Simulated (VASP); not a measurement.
Data:

```xyz
3
Lattice="2.1259 -3.6822 0.0000 2.1259 3.6822 0.0000 0.0000 0.0000 7.3589" Properties=species:S:1:pos:R:3 pbc="T T T"
Mg     0.0000     0.0000     0.0000
I      2.1259     1.2274     1.6867
I      2.1259    -1.2274     5.6723
```

These are MS2 meta-GGA, VASP's PBE PAW potentials (set 64) (plane waves; VASP) values and carry that method's errors. Numerical set-up: 520 eV cut-off, 6×6×3 Γ-centred mesh, Gaussian smearing of 0.050 eV, potentials Mg I.

Problem. The ions and cell shape at fixed volume are relaxed. What does this cell relax into?

Solution. 
```xyz
3
Lattice="2.0891 -3.6185 0.0000 2.0891 3.6185 0.0000 0.0000 0.0000 7.6202" Properties=species:S:1:pos:R:3 pbc="T T T"
Mg     0.0000     0.0000     0.0000
I      2.0891     1.2062     1.6507
I      2.0891    -1.2062     5.9695
```
Space group P-3m1 (164), at a tolerance of 0.03 Å.

Problem. How much energy does the relaxation gain?

Solution. The energy (σ→0) changes by -10.2 meV/atom, in 8 ionic steps.

```csv
step,E(σ→0) (eV),max force (eV/Å),pressure (GPa),volume (Å³)
1,-2.2055,0.297,-1.53,115.21
2,-2.2134,0.236,-1.34,115.21
3,-2.2269,0.043,-0.76,115.21
4,-2.2279,0.029,-0.53,115.21
5,-2.2335,0.022,-0.35,115.21
6,-2.2360,0.011,-0.11,115.21
7,-2.2360,0.011,-0.12,115.21
8,-2.2361,0.003,-0.15,115.21
```

The compound is MgI2 in the 1T layered structure. This cell is one point of a volume scan, at 1.06 of the reference volume. Symmetry was kept, so distortions that lower it aren't found.
